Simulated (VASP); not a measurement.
Consider the following.

```yaml
crystal:
  lattice:
    - [1.82556, -3.16196, 0.00000]
    - [1.82556, 3.16196, 0.00000]
    - [0.00000, 0.00000, 6.04407]
  atoms:
    - { symbol: Sn, position: [0.00000, 0.00000, 0.00000] }
    - { symbol: S, position: [0.33333, 0.66667, 0.24379] }
    - { symbol: S, position: [0.66667, 0.33333, 0.75621] }
```

Computed with PBEsol GGA, VASP's PBE PAW potentials (set 64) (plane waves; VASP 6.6.1). Numerical set-up: 400 eV cut-off, 11×11×6 Γ-centred mesh, Gaussian smearing of 0.010 eV, potentials Sn_d S.

Without a dispersion term in the relaxation, distances and binding between the weakly bound layers, chains or molecules are unreliable, and so is what depends on them.

Q: What does the run give for the energy per atom (σ→0)?

A: 
```
Property                        Value
---------------------  --------------
energy per atom (σ→0)  -4.757 eV/atom
```

The compound is SnS2 in the 1T layered structure. It was relaxed first.
